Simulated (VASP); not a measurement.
Data:

```yaml
crystal:
  lattice:
    - [1.22846, -2.12775, 0.00000]
    - [1.22846, 2.12775, 0.00000]
    - [0.00000, 0.00000, 6.64849]
  atoms:
    - { symbol: C, position: [0.00000, 0.00000, 0.25000] }
    - { symbol: C, position: [0.00000, 0.00000, 0.75000] }
    - { symbol: C, position: [0.33333, 0.66667, 0.25000] }
    - { symbol: C, position: [0.66667, 0.33333, 0.75000] }
```

Level of theory: r2SCAN+rVV10, VASP's PBE PAW potentials (set 64) (plane waves; VASP). Settings: 520 eV cut-off, 11×11×4 Γ-centred mesh, tetrahedra with Blöchl corrections, potentials C.

Question: Estimate the energy per atom (σ→0), band gap (over mesh and band path) with the smallest direct gap where there is one.

Answer: 
| Quantity | Result |
|---|---|
| band gap (over mesh and band path) | none (metal, semimetal or under 0.01 eV) |
| energy per atom (σ→0) | -9.859 eV/atom |

Only differences to runs with the same potentials and settings are physical.

The compound is C in the graphite structure. It was relaxed first.
